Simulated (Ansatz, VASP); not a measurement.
# LuTlS2: VASP beside Ansatz, part 2 of 2

One calculation is typed for both programs; each brings its own data sets. How far apart do they land? The cell is taken from a series of runs on this material, whose earlier steps may have relaxed, scaled, displaced or heated it; both programs get it as it stands.

VASP 6.6.1 and Ansatz 0.2.0.

So far: Starting point; Ansatz: relaxation of cell and atoms, PBEsol with D4.

## 3. VASP: relaxation of cell and atoms, PBEsol with D4

Level of this step: PBEsol with D4, 4f electrons in the core; plane waves and PAW (Lu_3, Tl_d, S) (VASP).

The same cell, functional and mesh now go to VASP, with its own data sets.

Lines of VASP's logs that name or quote its potential files are left out, and so is its time.

INCAR

```
SYSTEM = LuTlS2
PREC = Accurate
ENCUT = 500
EDIFF = 1E-07
NELM = 120
ISMEAR = 0
SIGMA = 0.01
LREAL = .FALSE.
ALGO = Normal
GGA = PS
IVDW = 13
NBANDS = 23
LORBIT = 11
LWAVE = .FALSE.
LCHARG = .FALSE.
ISIF = 3
IBRION = 2
NSW = 80
EDIFFG = -0.005
LASPH = .TRUE.
GGA_COMPAT = .FALSE.
NELMIN = 4
EFERMI = MIDGAP
KPAR = 2
```

POSCAR

```
LuTlS2
1.0
    1.9563090000      1.1294760000      7.5294250000
   -1.9563090000      1.1294760000      7.5294250000
    0.0000000000     -2.2589510000      7.5294250000
Lu Tl S
1 1 2
Direct
    0.0000000000      0.0000000000      0.0000000000
    0.5000000000      0.5000000000      0.5000000000
    0.7299004240      0.7299004240      0.7299004240
    0.2700995760      0.2700995760      0.2700995760
```

KPOINTS

```
Automatic mesh
0
Gamma
9 9 9
0 0 0
```

Potentials, in the order of the species: Lu_3, Tl_d and S (PBE family, release 64).

Started as:

```
mpirun -np 2 vasp_std
```

Numbers of over 12 decimals in the logs are rounded to 6 here.

The log of the run:

```text
[banner, memory and clock lines left out]
running    2 mpi-ranks, on    1 nodes
 distrk:  each k-point on    1 cores,    2 groups
 distr:  one band on    1 cores,    1 groups

 POSCAR found type information on POSCAR LuTlS
 POSCAR found :  3 types and       4 ions
|                                                                             |
|               ----> ADVICE to this user running VASP <----                  |
|                                                                             |
|     You enforced a specific xc type in the INCAR file but a different       |
|     [... a line on the potential file left out ...]
|     I HOPE YOU KNOW WHAT YOU ARE DOING!                                     |
|                                                                             |

 LDA part: xc-table for (Slater+PW92), standard interpolation
 POSCAR, INCAR and KPOINTS ok, starting setup
 FFT: planning ... GRIDC
 FFT: planning ... GRID_SOFT
 FFT: planning ... GRID
 WAVECAR not read
 entering main loop
       N       E                     dE             d eps       ncg     rms          rms(c)
DAV:   1     0.181944984995E+03    0.18194E+03   -0.15622E+04  5889   0.144E+03
DAV:   2    -0.118834096780E+02   -0.19383E+03   -0.18551E+03  6711   0.477E+02
DAV:   3    -0.231606895978E+02   -0.11277E+02   -0.11209E+02  6281   0.863E+01
DAV:   4    -0.233411614028E+02   -0.18047E+00   -0.18019E+00  5604   0.884E+00
DAV:   5    -0.233469226207E+02   -0.57612E-02   -0.57592E-02  5394   0.149E+00    0.258E+01
DAV:   6    -0.222803344708E+02    0.10666E+01   -0.22204E+00  6864   0.987E+00    0.167E+01
DAV:   7    -0.222428963240E+02    0.37438E-01   -0.12994E+00  6860   0.722E+00    0.167E+00
DAV:   8    -0.221954255004E+02    0.47471E-01   -0.40040E-01  5527   0.435E+00    0.954E-01
DAV:   9    -0.221976676244E+02   -0.22421E-02   -0.27142E-02  4708   0.927E-01    0.500E-01
DAV:  10    -0.221976311676E+02    0.36457E-04   -0.27139E-03  6492   0.361E-01    0.310E-01
DAV:  11    -0.221977932170E+02   -0.16205E-03   -0.66189E-04  5386   0.205E-01    0.845E-02
DAV:  12    -0.221977790641E+02    0.14153E-04   -0.60828E-05  6170   0.663E-02    0.150E-02
DAV:  13    -0.221977808006E+02   -0.17365E-05   -0.19009E-05  4765   0.274E-02    0.833E-03
DAV:  14    -0.221977813628E+02   -0.56217E-06   -0.27458E-06  5176   0.128E-02    0.427E-03
DAV:  15    -0.221977814429E+02   -0.80142E-07   -0.19743E-07  3903   0.300E-03
   1 F= -.22948101E+02 E0= -.22948101E+02  d E =-.229481E+02
[...]
2 F= -.22947846E+02 E0= -.22947846E+02  d E =0.255024E-03
[...]
3 F= -.22948278E+02 E0= -.22948278E+02  d E =-.176566E-03
[...]
4 F= -.22948450E+02 E0= -.22948450E+02  d E =-.172232E-03
 trial-energy change:   -0.000172  1 .order   -0.000171   -0.000271   -0.000070
 step:   1.1645(harm=  1.1824)  dis= 0.00365  next Energy=   -22.948462 (dE=-0.184E-03)
 bond charge predicted
       N       E                     dE             d eps       ncg     rms          rms(c)
DAV:   1    -0.221968533285E+02    0.56632E-03   -0.16984E-03  4531   0.160E-01    0.267E-02
DAV:   2    -0.221968700760E+02   -0.16748E-04   -0.19079E-04  5522   0.706E-02    0.176E-02
DAV:   3    -0.221968691015E+02    0.97454E-06   -0.41314E-06  6655   0.150E-02    0.937E-03
DAV:   4    -0.221968689971E+02    0.10437E-06   -0.12189E-06  5932   0.535E-03    0.296E-03
DAV:   5    -0.221968690159E+02   -0.18795E-07   -0.10776E-07  3061   0.215E-03
   5 F= -.22948463E+02 E0= -.22948463E+02  d E =-.184861E-03
 curvature:  -0.78 expect dE=-0.291E-06 dE for cont linesearch -0.589E-07
 trial: gam=-0.00096 g(F)=  0.809E-07 g(S)=  0.293E-06 ort = 0.556E-05 (trialstep = 0.933E+00)
 search vector abs. value=  0.364E-06
 reached required accuracy - stopping structural energy minimisation
```

OUTCAR, selected parts (step 3):

```text
ion  position               nearest neighbor table
   1  0.000  0.000  0.000-   3 2.67   3 2.67   4 2.67   4 2.67   3 2.67   4 2.67
   2  0.500  0.500  0.500-   4 3.25   4 3.25   3 3.25   3 3.25   4 3.25   3 3.25
   3  0.730  0.730  0.730-   1 2.67   1 2.67   1 2.67   2 3.25   2 3.25   2 3.25
   4  0.270  0.270  0.270-   1 2.67   1 2.67   1 2.67   2 3.25   2 3.25   2 3.25

  LATTYP: Found a trigonal (rhomboedric) cell.
 ALAT       =     7.8609860557
 COS(alpha) =     0.8761343362

 Subroutine GETGRP returns: Found 12 space group operations
 (whereof 12 operations were pure point group operations)

The static configuration has the point symmetry D_3d.

 Found     85 irreducible k-points:

   k-points           NKPTS =     85   k-points in BZ     NKDIM =     85   number of bands    NBANDS=     23

   dimension x,y,z NGX =    60 NGY =   60 NGZ =   60
   dimension x,y,z NGXF=   120 NGYF=  120 NGZF=  120

   ENCUT  =  500.0 eV  36.75 Ry    6.06 a.u.  14.33 14.33 14.33*2*pi/ulx,y,z

   NELECT =      34.0000    total number of electrons

 k-points in reciprocal lattice and weights: Automatic mesh
   0.00000000  0.00000000  0.00000000       0.001
   0.11111111  0.00000000  0.00000000       0.008
   0.22222222  0.00000000  0.00000000       0.008
   0.33333333  0.00000000  0.00000000       0.008
   0.44444444  0.00000000  0.00000000       0.008
   0.11111111  0.11111111  0.00000000       0.008
   0.22222222  0.11111111  0.00000000       0.016
   0.33333333  0.11111111  0.00000000       0.016
   0.44444444  0.11111111 -0.00000000       0.016
[...]
0.44444444  0.44444444  0.44444444       0.003
  -0.44444444  0.44444444  0.44444444       0.008

 average (electrostatic) potential at core
       1 -30.6631       2 -84.8738       3 -86.7018       4 -86.7018

 E-fermi :   4.5407

 k-point     1 :       0.0000    0.0000    0.0000
  band No.  band energies     occupation
    ...
     13       1.4032      2.00000
     14       1.5215      2.00000
     15       1.9584      2.00000
     16       3.0871      2.00000
     17       3.0871      2.00000
     18       6.9876      0.00000
     19       6.9876      0.00000
     20       7.1663      0.00000
     21       7.7806      0.00000
     22       9.7820      0.00000
    ...

 k-point     2 :       0.1111    0.0000    0.0000
  band No.  band energies     occupation
    ...
     13       1.3638      2.00000
     14       1.4416      2.00000
     15       2.3964      2.00000
     16       2.8888      2.00000
     17       2.9282      2.00000
     18       6.8060      0.00000
     19       7.2555      0.00000
     20       7.4145      0.00000
     21       7.5575      0.00000
     22       8.8993      0.00000
    ...

 k-point     3 :       0.2222    0.0000    0.0000
  band No.  band energies     occupation
    ...
     13       0.7651      2.00000
     14       1.5195      2.00000
     15       2.5746      2.00000
     16       2.6139      2.00000
     17       2.6526      2.00000
     18       6.3803      0.00000
     19       7.0666      0.00000
     20       7.8241      0.00000
     21       7.8353      0.00000
     22       8.2325      0.00000
    ...

  DFT-D4 for vdW energy calculation

  Edisp (eV):   -0.75159

  Total      -0.00074    -0.00074    -0.00482     0.00000    -0.00000     0.00000
  in kB      -0.01188    -0.01188    -0.07752     0.00000    -0.00000     0.00000
  external pressure =       -0.03 kB  Pullay stress =        0.00 kB

  energy-cutoff  :      500.00
  volume of cell :       99.64
      direct lattice vectors                 reciprocal lattice vectors
     1.955112885  1.128785422  7.524792495     0.255739709  0.147651372  0.044298003
    -1.955112885  1.128785422  7.524792495    -0.255739709  0.147651372  0.044298003
     0.000000000 -2.257569846  7.524792495     0.000000000 -0.295302743  0.044298023

 POSITION                                       TOTAL-FORCE (eV/Angst)
 -----------------------------------------------------------------------------------
      0.00000      0.00000      0.00000         0.000000      0.000000      0.000000
      0.00000      0.00000     11.28719         0.000000      0.000000      0.000000
      0.00000      0.00000     16.47250         0.000000     -0.000000     -0.000916
      0.00000      0.00000      6.10188         0.000000      0.000000      0.000916
 -----------------------------------------------------------------------------------
    total drift:                               -0.000000      0.000000      0.000000

  FREE ENERGIE OF THE ION-ELECTRON SYSTEM (eV)
  ---------------------------------------------------
  free  energy   TOTEN  =       -22.9484625928 eV

  energy  without entropy=      -22.9484625928  energy(sigma->0) =      -22.94846259

 reached required accuracy - stopping structural energy minimisation

 total charge
# of ion       s       p       d       tot
------------------------------------------
    1        0.363   6.649   1.000   8.012
    2        1.284   0.168   9.665  11.117
    3        1.323   2.420   0.000   3.743
    4        1.323   2.420   0.000   3.743
--------------------------------------------------
tot          4.293  11.658  10.665  26.616

[... 3 further parts left out ...]
```

The data set Lu_3 holds the 4f electrons frozen in the core, so no f bands or f moments appear. The run keeps the 12 symmetry operations of its start, so it cannot find a distortion of lower symmetry.

## 4. Differences

Known differences besides the potentials themselves: fixed occupations in Ansatz, narrow Gaussian smearing in VASP; the data sets hold 50 valence electrons in Ansatz (on its default PAW (the set named soft_2) files) and 34 in VASP; the cutoff is 420 eV in Ansatz and 500 eV in VASP; Ansatz makes its cores anew for this functional, VASP keeps those of its PBE data sets; Ansatz adds a Pulay correction to the stress that steers its cell, VASP none. Total energies have different zeros and are not compared.

The two programs side by side:

```
                                         quantity  Ansatz   VASP  difference
                                      volume (Å³)   99.82  99.64     +0.18 %
edge a after relaxation, in the typed setting (Å)   7.861  7.856     +0.06 %
```

## 5. Summary of results

| Item | Value |
| --- | --- |
| difference in volume (relaxation of cell and atoms, PBEsol with D4) | 0.18 % |

In words: The difference in volume is 0.18 % (relaxation of cell and atoms, PBEsol with D4), within the 1.2 % picked in this series as the mark of a large difference, as far as the stopping tolerances let one tell. The data sets hold unlike numbers of valence electrons (50 in Ansatz and 34 in VASP), so part of the differences comes from the potentials. Such differences can come from data sets, numerical settings and the points named under the comparisons, not from the functional's error against experiment.

[Lines on the potential files, build, host, timing and source positions are cut from VASP's logs without a mark.]

[Logs are printed without paths, hosts, clocks, repeated set-up lines and the standing remarks that a program may print on its own settings, such as how far it seeks lower states.]

[Hosts, paths, dates, database ids (printed as entryN), source tags and the programs' standing remarks are cut or masked in the printed files.]
